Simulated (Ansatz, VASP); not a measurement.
## NaPtI3: VASP beside Ansatz

```
Na Pt I
1.0
     7.68443    0.00000    0.00000
     0.00000    7.68443    0.00000
     0.00000    0.00000    5.43371
Na Pt I
2 2 6
Direct
  0.00000 0.50000 0.50000
  0.50000 0.00000 0.50000
  0.50000 0.50000 0.00000
  0.00000 0.00000 0.00000
  0.77304 0.27304 0.00000
  0.72696 0.77304 0.00000
  0.50000 0.50000 0.50000
  0.22696 0.72696 0.00000
  0.27304 0.22696 0.00000
  0.00000 0.00000 0.50000
```

Alike in both runs: task single point; functional PBE; k mesh 2 × 2 × 4; occupations gaussian, width 0.1 eV; no spin polarisation.

|  | VASP | Ansatz |
| --- | --- | --- |
| version | VASP 6.6.1 | Ansatz 0.2.0 |
| potentials or method | VASP PAW PBE potentials, release 64 (Na_pv, Pt, I) | scalar-relativistic, plane waves, PAW |
| plane-wave cutoff (eV) | 520 | 420 |
| valence electrons in the cell | 76 | 156 |

Ansatz gave:

```
gap on the k mesh at the Fermi level (eV)       : none
pressure (GPa)                                  : 3.5
largest component of the traceless stress (GPa) : 0.34
rms of the force components (eV/Å)              : 0.092
```

Problem. Estimate VASP's values.

Solution. gap on the k mesh at the Fermi level (eV): none; pressure (GPa): 3.4; largest component of the traceless stress (GPa): 0.33; rms of the force components (eV/Å): 0.090.

Atom by atom the forces differ by 0.002 eV/Å (rms over components). A gap of «none» marks a metal or a gap that the smearing closes. The functional is the same, so the differences come from potentials, cutoffs and numerics. The two sets of potentials don't hold the same shells in valence.

Caveats: the k mesh is coarse (spacing up to 0.41 Å⁻¹), so the values aren't converged. The runs have no spin-orbit coupling, so splittings on I, Pt are missing.
